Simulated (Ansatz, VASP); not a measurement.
# Cross-check of Ta2NF2 (Ta2NF2 MXene, 2 layers, AB) between VASP and Ansatz, part 2 of 3

Wanted: the spread between two codes on one cell, functional and k mesh. Of the first pair: The structure shown is the start of the Ansatz relaxation below; VASP solves that cell, so the two are compared at the walk's first step.

VASP 6.6.1 and Ansatz 0.2.0.

So far: Set-up; Ansatz: relaxation, PBE with D4.

## Step 3: VASP: single point, PBE with D4, start cell, pair 1

Level of this step: PBE with D4, zero-moment start; plane waves and PAW (F, Ta_pv, N) (VASP).

The same cell, functional, mesh and smearing now go to VASP, with its own data sets.

Lines of VASP's logs that name or quote its potential files are left out, and so is its time.

Input file INCAR:

```
SYSTEM = Ta2NF2
PREC = Accurate
ENCUT = 520
EDIFF = 1E-06
NELM = 200
ISMEAR = -1
SIGMA = 0.05
LREAL = .FALSE.
ALGO = Normal
GGA = PE
IVDW = 13
NBANDS = 56
ISPIN = 2
MAGMOM = 0 -0 0 -0 0 -0 0 -0 -0 -0
LASPH = .TRUE.
LMAXMIX = 4
LORBIT = 11
LWAVE = .FALSE.
LCHARG = .FALSE.
ISIF = 2
LDIPOL = .TRUE.
IDIPOL = 3
DIPOL = 0.5 0.5 0.5
LVHAR = .TRUE.
GGA_COMPAT = .FALSE.
NELMDL = -8
KPAR = 2
```

Input file POSCAR:

```
Ta2NF2
1.0
    3.1545800000      0.0000000000      0.0000000000
   -1.5772900000      2.7319460000      0.0000000000
    0.0000000000      0.0000000000     54.7604790000
F Ta N
4 4 2
Direct
    0.3333335773      0.6666667886      0.3917058596
    0.6666669106      0.3333334553      0.4753471934
    0.6666669106      0.3333334553      0.5246528248
    0.0000002439      0.0000001220      0.6082941586
    0.6666669106      0.3333334553      0.4107963884
    0.3333335773      0.6666667886      0.4562566646
    0.0000002439      0.0000001220      0.5437433536
    0.6666669106      0.3333334553      0.5892036298
    0.0000002439      0.0000001220      0.4335265219
    0.3333335773      0.6666667886      0.5664734963
```

Input file KPOINTS:

```
Automatic mesh
0
Gamma
10 10 1
0 0 0
```

Potentials, in the order of the species: F, Ta_pv and N (PBE family, release 64).

Command:

```bash
> mpirun -np 2 vasp_std
```

Numbers of over 12 decimals in the logs are rounded to 6 here.

Output:

```text
[banner, memory and clock lines left out]
running    2 mpi-ranks, on    1 nodes
 distrk:  each k-point on    1 cores,    2 groups
 distr:  one band on    1 cores,    1 groups

 POSCAR found type information on POSCAR F TaN
 POSCAR found :  3 types and      10 ions
 LDA part: xc-table for (Slater+PW92), standard interpolation
|                                                                             |
|           W    W    AA    RRRRR   N    N  II  N    N   GGGG   !!!           |
|           W    W   A  A   R    R  NN   N  II  NN   N  G    G  !!!           |
|           W    W  A    A  R    R  N N  N  II  N N  N  G       !!!           |
|           W WW W  AAAAAA  RRRRR   N  N N  II  N  N N  G  GGG   !            |
|           WW  WW  A    A  R   R   N   NN  II  N   NN  G    G                |
|           W    W  A    A  R    R  N    N  II  N    N   GGGG   !!!           |
|                                                                             |
|     One of the lattice vectors is very long (>50 A), but AMIN is rather     |
|     large. This can spoil convergence since charge sloshing might occur     |
|     along the long lattice vector. If problems with convergence are         |
|     observed, try to decrease AMIN to a smaller value (e.g. 0.01).          |
|     Note: This warning only applies if the self-consistency cycle is        |
|     used.                                                                   |
|                                                                             |

 POSCAR, INCAR and KPOINTS ok, starting setup
 FFT: planning ... GRIDC
 FFT: planning ... GRID_SOFT
 FFT: planning ... GRID
 WAVECAR not read
 entering main loop
       N       E                     dE             d eps       ncg     rms          rms(c)
DAV:   1     0.779524380341E+03    0.77952E+03   -0.41979E+04  3816   0.122E+03
DAV:   2    -0.117419179648E+02   -0.79127E+03   -0.76464E+03  3976   0.334E+02
DAV:   3    -0.904889297908E+02   -0.78747E+02   -0.76836E+02  3824   0.102E+02
DAV:   4    -0.930501779582E+02   -0.25612E+01   -0.25023E+01  4056   0.188E+01
DAV:   5    -0.931180569122E+02   -0.67879E-01   -0.66653E-01  3984   0.270E+00
DAV:   6    -0.931202075423E+02   -0.21506E-02   -0.21267E-02  4000   0.456E-01
DAV:   7    -0.931202797695E+02   -0.72227E-04   -0.72082E-04  3992   0.786E-02
DAV:   8    -0.931202826647E+02   -0.28952E-05   -0.28937E-05  3800   0.156E-02    0.452E+01
DAV:   9    -0.823429009815E+02    0.10777E+02   -0.58998E+01  4200   0.338E+01    0.204E+01
DAV:  10    -0.826710266119E+02   -0.32813E+00   -0.50099E+00  3968   0.133E+01    0.110E+01
DAV:  11    -0.935911808008E+02   -0.10920E+02   -0.35011E+01  4128   0.268E+01    0.136E+01
DAV:  12    -0.819830034784E+02    0.11608E+02   -0.11239E+01  4296   0.142E+01    0.235E+00
DAV:  13    -0.819135977429E+02    0.69406E-01   -0.19709E+00  3880   0.564E+00    0.102E+00
DAV:  14    -0.818913437406E+02    0.22254E-01   -0.12885E-01  3840   0.205E+00    0.481E-01
[...]
DAV:  26    -0.818895558499E+02   -0.28674E-04   -0.14666E-06  2512   0.289E-03    0.218E-03
DAV:  27    -0.818895772037E+02   -0.21354E-04   -0.18182E-06  2504   0.472E-03    0.920E-04
DAV:  28    -0.818895878926E+02   -0.10689E-04   -0.92928E-07  2448   0.274E-03    0.121E-03
DAV:  29    -0.818895947926E+02   -0.68999E-05   -0.59058E-07  2432   0.236E-03    0.484E-04
DAV:  30    -0.818895974707E+02   -0.26781E-05   -0.21819E-07  2336   0.148E-03    0.381E-04
DAV:  31    -0.818895993033E+02   -0.18326E-05   -0.76882E-08  2184   0.998E-04    0.209E-04
DAV:  32    -0.818896010148E+02   -0.17115E-05   -0.12987E-07  2272   0.103E-03    0.174E-04
DAV:  33    -0.818896014378E+02   -0.42297E-06   -0.49550E-08  2128   0.663E-04
   1 F= -.83673439E+02 E0= -.83639908E+02  d E =-.670627E-01  mag=    -0.0002
```

OUTCAR, selected parts (step 3):

```text
ion  position               nearest neighbor table
   1  0.333  0.667  0.392-   5 2.10   5 2.10   5 2.10
   2  0.667  0.333  0.475-   6 2.10   6 2.10   6 2.10
   3  0.667  0.333  0.525-   7 2.10   7 2.10   7 2.10
   4  0.000  0.000  0.608-   8 2.10   8 2.10   8 2.10
   5  0.667  0.333  0.411-   1 2.10   1 2.10   1 2.10   9 2.21   9 2.21   9 2.21   6 3.08   6 3.08
                             6 3.08
   6  0.333  0.667  0.456-   2 2.10   2 2.10   2 2.10   9 2.21   9 2.21   9 2.21   5 3.08   5 3.08
                             5 3.08
   7  0.000  0.000  0.544-   3 2.10   3 2.10   3 2.10  10 2.21  10 2.21  10 2.21   8 3.08   8 3.08
                             8 3.08
   8  0.667  0.333  0.589-   4 2.10   4 2.10   4 2.10  10 2.21  10 2.21  10 2.21   7 3.08   7 3.08
                             7 3.08
   9  0.000  0.000  0.434-   5 2.21   5 2.21   5 2.21   6 2.21   6 2.21   6 2.21
  10  0.333  0.667  0.566-   8 2.21   8 2.21   8 2.21   7 2.21   7 2.21   7 2.21

  LATTYP: Found a hexagonal cell.
 ALAT       =     3.1545800000
 C/A-ratio  =    17.3590395552

 Subroutine GETGRP returns: Found 12 space group operations
 (whereof  6 operations were pure point group operations)

The static configuration has the point symmetry C_3v.
 The point group associated with its full space group is D_3d.

 Found     14 irreducible k-points:

   k-points           NKPTS =     14   k-points in BZ     NKDIM =     14   number of bands    NBANDS=     56

   dimension x,y,z NGX =    24 NGY =   24 NGZ =  420
   dimension x,y,z NGXF=    48 NGYF=   48 NGZF=  840

   ENCUT  =  520.0 eV  38.22 Ry    6.18 a.u.   5.87  5.87101.82*2*pi/ulx,y,z

   NELECT =      82.0000    total number of electrons

 k-points in reciprocal lattice and weights: Automatic mesh
   0.00000000  0.00000000  0.00000000       0.010
   0.10000000  0.00000000  0.00000000       0.060
   0.20000000  0.00000000  0.00000000       0.060
   0.30000000  0.00000000  0.00000000       0.060
   0.40000000  0.00000000  0.00000000       0.060
   0.50000000  0.00000000  0.00000000       0.030
   0.10000000  0.10000000  0.00000000       0.060
   0.20000000  0.10000000  0.00000000       0.120
   0.30000000  0.10000000  0.00000000       0.120
[...]
0.40000000  0.20000000  0.00000000       0.060
   0.30000000  0.30000000  0.00000000       0.060

 dipolmoment           0.000000      0.000000     -0.000000 electrons x Angstroem

 average (electrostatic) potential at core
       1 -84.4822       2 -84.3465       3 -84.3466       4 -84.4822       5 -44.7726
       6 -44.7778       7 -44.7778       8 -44.7726       9 -71.2469      10 -71.2469

 E-fermi :   0.0554

 spin component 1
 k-point     1 :       0.0000    0.0000    0.0000
  band No.  band energies     occupation
    ...
     41      -1.3814      1.00000
     42      -1.3467      1.00000
     43      -0.6827      1.00000
     44      -0.2436      0.99748
     45      -0.1247      0.97344
     46       0.4919      0.00016
     47       0.4919      0.00016
     48       0.5005      0.00014
     49       0.5005      0.00014
     50       0.5286      0.00008
    ...

 k-point     2 :       0.1000    0.0000    0.0000
  band No.  band energies     occupation
    ...
     41      -1.2500      1.00000
     42      -1.2346      1.00000
     43      -0.4769      0.99998
     44      -0.1095      0.96430
     45      -0.0233      0.82826
     46       0.5122      0.00011
     47       0.6482      0.00001
     48       0.6572      0.00001
     49       0.6892      0.00000
     50       0.8882      0.00000
    ...

 k-point     3 :       0.2000    0.0000    0.0000
  band No.  band energies     occupation
    ...
     39      -0.8900      1.00000
     40      -0.8731      1.00000
     41      -0.7051      1.00000
     42      -0.7024      1.00000
     43      -0.1378      0.97944
     44       0.1139      0.23680
     45       0.2892      0.00922
     46       0.7294      0.00000
     47       1.0263      0.00000
     48       1.0432      0.00000
    ...

 k-point     4 :       0.3000    0.0000    0.0000
  band No.  band energies     occupation
    ...
     36      -6.3513      1.00000
     37      -3.2315      1.00000
     38      -3.2083      1.00000
     39      -0.3755      0.99982
     40      -0.3463      0.99968
     41       0.0905      0.33121
     42       0.1792      0.07746
     43       0.1843      0.07051
     44       0.1844      0.07044
     45       0.8848      0.00000
    ...

 k-point     5 :       0.4000    0.0000    0.0000
  band No.  band energies     occupation
    ...
     36      -6.3722      1.00000
     37      -3.6476      1.00000
     38      -3.6217      1.00000
     39      -0.2272      0.99650
     40      -0.1566      0.98577
     41       0.4987      0.00014
     42       0.5898      0.00002
     43       1.0482      0.00000
     44       1.0537      0.00000
     45       1.2043      0.00000
    ...

 k-point     6 :       0.5000    0.0000    0.0000
  band No.  band energies     occupation
    ...
     36      -6.3635      1.00000
     37      -3.7933      1.00000
     38      -3.7664      1.00000
     39      -0.2520      0.99786
     40      -0.2016      0.99418
     41       0.8488      0.00000
     42       0.9779      0.00000
     43       1.2141      0.00000
     44       1.4128      0.00000
     45       1.4503      0.00000
    ...

  DFT-D4 for vdW energy calculation

  Edisp (eV):   -1.78384

  Total      10.08076    10.08076     5.15422     0.00000     0.00000     0.00000
  in kB      34.22339    34.22338    17.49818     0.00000     0.00000     0.00000
  external pressure =       28.65 kB  Pullay stress =        0.00 kB

  energy-cutoff  :      520.00
  volume of cell :      471.93
      direct lattice vectors                 reciprocal lattice vectors
     3.154580000  0.000000000  0.000000000     0.316999410  0.183019723  0.000000000
    -1.577290000  2.731946000  0.000000000     0.000000000  0.366039446  0.000000000
     0.000000000  0.000000000 54.760479000     0.000000000  0.000000000  0.018261345

 POSITION                                       TOTAL-FORCE (eV/Angst)
 -----------------------------------------------------------------------------------
      0.00000      1.82130     21.45000        -0.000000     -0.000000     -3.682832
      1.57729      0.91065     26.03024        -0.000000      0.000000      3.313131
      1.57729      0.91065     28.73024         0.000000     -0.000000     -3.313131
      0.00000      0.00000     33.31048         0.000000      0.000000      3.682832
      1.57729      0.91065     22.49541        -0.000000      0.000000      5.581188
      0.00000      1.82130     24.98483        -0.000000      0.000000     -5.182381
      0.00000      0.00000     29.77565         0.000000     -0.000000      5.182381
      1.57729      0.91065     32.26507         0.000000     -0.000000     -5.581188
      0.00000      0.00000     23.74012         0.000000     -0.000000     -0.048967
      0.00000      1.82130     31.02036        -0.000000      0.000000      0.048967
 -----------------------------------------------------------------------------------
    total drift:                               -0.005094     -0.002941     -0.000720

  FREE ENERGIE OF THE ION-ELECTRON SYSTEM (eV)
  ---------------------------------------------------
  free  energy   TOTEN  =       -83.6734388814 eV

  energy  without entropy=      -83.6063761432  energy(sigma->0) =      -83.63990751

 vacuum level on the upper side and lower side of the slab         2.572         2.572

 total charge
# of ion       s       p       d       tot
------------------------------------------
    1        1.747   4.395   0.000   6.143
    2        1.751   4.392   0.000   6.142
    3        1.751   4.392   0.000   6.142
    4        1.747   4.395   0.000   6.143
    5        0.254   6.168   2.483   8.905
    6        0.256   6.170   2.470   8.896
    7        0.256   6.170   2.470   8.896
    8        0.254   6.168   2.483   8.905
    9        1.227   2.505   0.000   3.732
   10        1.227   2.505   0.000   3.732
--------------------------------------------------
tot         10.469  47.260   9.906  67.636

 magnetization (x)
# of ion       s       p       d       tot
------------------------------------------
    1       -0.000  -0.000   0.000  -0.000
    2       -0.000  -0.000   0.000  -0.000
    3       -0.000  -0.000   0.000  -0.000
    4       -0.000  -0.000   0.000  -0.000
    5       -0.000  -0.000  -0.000  -0.000
    6       -0.000  -0.000  -0.000  -0.000
    7       -0.000  -0.000  -0.000  -0.000
    8       -0.000  -0.000  -0.000  -0.000
    9       -0.000  -0.000   0.000  -0.000
   10       -0.000  -0.000   0.000  -0.000
--------------------------------------------------
tot         -0.000  -0.000  -0.000  -0.000

[... 6 further parts left out ...]
```

## Step 4: Differences

Known differences besides the potentials themselves: Ansatz cuts the interaction across the vacuum, VASP repeats the sheet with a dipole correction; the data sets hold 90 valence electrons in Ansatz (on its default PAW (the set named soft_2) files) and 82 in VASP; the cutoff is 420 eV in Ansatz and 520 eV in VASP. Total energies have different zeros and are not compared.

Forces (eV/Å; atoms numbered as in POSCAR):

```
atom        Ansatz x, y, z          VASP x, y, z
  F1  0.000, 0.000, -3.637  0.000, 0.000, -3.683
  F2   0.000, 0.000, 3.268   0.000, 0.000, 3.313
  F3  0.000, 0.000, -3.268  0.000, 0.000, -3.313
  F4   0.000, 0.000, 3.637   0.000, 0.000, 3.683
 Ta5   0.000, 0.000, 5.557   0.000, 0.000, 5.581
 Ta6  0.000, 0.000, -5.156  0.000, 0.000, -5.182
 Ta7   0.000, 0.000, 5.156   0.000, 0.000, 5.182
 Ta8  0.000, 0.000, -5.557  0.000, 0.000, -5.581
  N9  0.000, 0.000, -0.048  0.000, 0.000, -0.049
 N10   0.000, 0.000, 0.048   0.000, 0.000, 0.049
```

The forces differ by 19 meV/Å r.m.s., which is 0.8 % of the r.m.s. force of 2.346 eV/Å (both taken over all components). Moments aren't recorded for both runs of this pair, so they may hold unlike magnetic states. With vacuum in the cell, a pressure given here is an average over mostly empty space and none of the material.

[end of part 2 of 3]

[Lines on the potential files, build, host, timing and source positions are cut from VASP's logs without a mark.]

[Logs are printed without paths, hosts, clocks, repeated set-up lines and the standing remarks that a program may print on its own settings, such as how far it seeks lower states.]

[Hosts, paths, dates, database ids (printed as entryN), source tags and the programs' standing remarks are cut or masked in the printed files.]
